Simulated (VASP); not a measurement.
Method: PBE GGA, VASP's PBE PAW potentials (set 64) (plane waves; VASP).

Input for VASP

**POSCAR**
```
BaZrO3
1.0
  4.2365739830   0.0000000000   0.0000000000
  0.0000000000   4.2365739830   0.0000000000
  0.0000000000   0.0000000000   4.2365739830
Ba Zr O
1 1 3
Cart
  0.0000000000   0.0000000000   0.0000000000
  2.1182869915   2.1182869915   2.1182869915
  2.1182869915   0.0000000000   2.1182869915
  0.0000000000   2.1182869915   2.1182869915
  2.1182869915   2.1182869915   0.0000000000
```

KPOINTS:
```
Regular mesh
0
G
 5 5 5
```

INCAR:
```
# general
SYSTEM  = BaZrO3
PREC    = Accurate
ENCUT   = 520
LREAL   = .False.
LASPH   = .True.

# electronic loop
EDIFF   = 1E-6
NELM    = 100
ALGO    = Normal
LMAXMIX = 4

# smearing
ISMEAR  = 0
SIGMA   = 0.05

# functional
GGA     = PE

# ions
IBRION  = 2
NSW     = 60
ISIF    = 3
EDIFFG  = -0.02

# output
LWAVE   = .False.
LCHARG  = .False.
```

POTCAR, in this order: Ba_sv Zr_sv O (PBE.64 set). Program: vasp_std.

What VASP printed:

OSZICAR:
```
       N       E                     dE             d eps       ncg     rms          rms(c)
DAV:   1     0.331434270701E+03    0.33143E+03   -0.22392E+04   480   0.163E+03
DAV:   2    -0.285717687766E+02   -0.36001E+03   -0.35543E+03   616   0.389E+02
DAV:   3    -0.487639616604E+02   -0.20192E+02   -0.20175E+02   728   0.940E+01
DAV:   4    -0.493791971948E+02   -0.61524E+00   -0.61501E+00   672   0.125E+01
DAV:   5    -0.493926257585E+02   -0.13429E-01   -0.13428E-01   672   0.137E+00    0.285E+01
DAV:   6    -0.417872900174E+02    0.76053E+01   -0.48389E+01   576   0.442E+01    0.127E+01
DAV:   7    -0.417392367333E+02    0.48053E-01   -0.36426E+00   728   0.110E+01    0.736E+00
DAV:   8    -0.417234379790E+02    0.15799E-01   -0.36994E-01   648   0.481E+00    0.716E-01
DAV:   9    -0.417226266722E+02    0.81131E-03   -0.62444E-02   712   0.146E+00    0.490E-01
DAV:  10    -0.417245517455E+02   -0.19251E-02   -0.18626E-02   688   0.120E+00    0.292E-01
DAV:  11    -0.417240226616E+02    0.52908E-03   -0.28919E-03   632   0.470E-01    0.382E-02
DAV:  12    -0.417240791466E+02   -0.56485E-04   -0.17580E-04   624   0.103E-01    0.322E-02
DAV:  13    -0.417240810449E+02   -0.18983E-05   -0.31504E-05   720   0.395E-02    0.557E-03
DAV:  14    -0.417240815832E+02   -0.53828E-06   -0.29298E-06   592   0.139E-02
   1 F= -.41724082E+02 E0= -.41724082E+02  d E =-.417241E+02
```

### OUTCAR
```
------------------------ aborting loop because EDIFF is reached ----------------------------------------
  FORCE on cell =-STRESS in cart. coord.  units (eV):
  Direction    XX          YY          ZZ          XY          YZ          ZX
  --------------------------------------------------------------------------------------
  Total       -0.0316605     -0.0316605     -0.0316605      0.0000000      0.0000000     -0.0000000
  in kB       -0.6670903     -0.6670903     -0.6670903      0.0000000      0.0000000     -0.0000000
  external PRESSURE =      -0.6670903 kB  Pullay stress =       0.0000000 kB
  volume of cell :       76.04
      direct lattice vectors                 reciprocal lattice vectors
     4.236573983  0.000000000  0.000000000     0.236039782  0.000000000  0.000000000
     0.000000000  4.236573983  0.000000000     0.000000000  0.236039782  0.000000000
     0.000000000  0.000000000  4.236573983     0.000000000  0.000000000  0.236039782
 POSITION                                       TOTAL-FORCE (eV/Angst)
 -----------------------------------------------------------------------------------
      0.00000      0.00000      0.00000         0.000000      0.000000      0.000000
      2.11829      2.11829      2.11829         0.000000      0.000000      0.000000
      2.11829      0.00000      2.11829         0.000000      0.000000      0.000000
      0.00000      2.11829      2.11829         0.000000      0.000000      0.000000
      2.11829      2.11829      0.00000         0.000000      0.000000      0.000000
 -----------------------------------------------------------------------------------
    total drift:                                0.000000     -0.000000     -0.000000
  FREE ENERGIE OF THE ION-ELECTRON SYSTEM (eV)
  ---------------------------------------------------
  free  energy   TOTEN  =       -41.7240815832 eV

  energy  without entropy=      -41.7240815832  energy(sigma->0) =      -41.72408158

 reached required accuracy - stopping structural energy minimisation
```
(Selected blocks of OUTCAR.)

The compound is BaZrO3 in the cubic perovskite structure. It was relaxed first. The start is the result of an earlier pass.
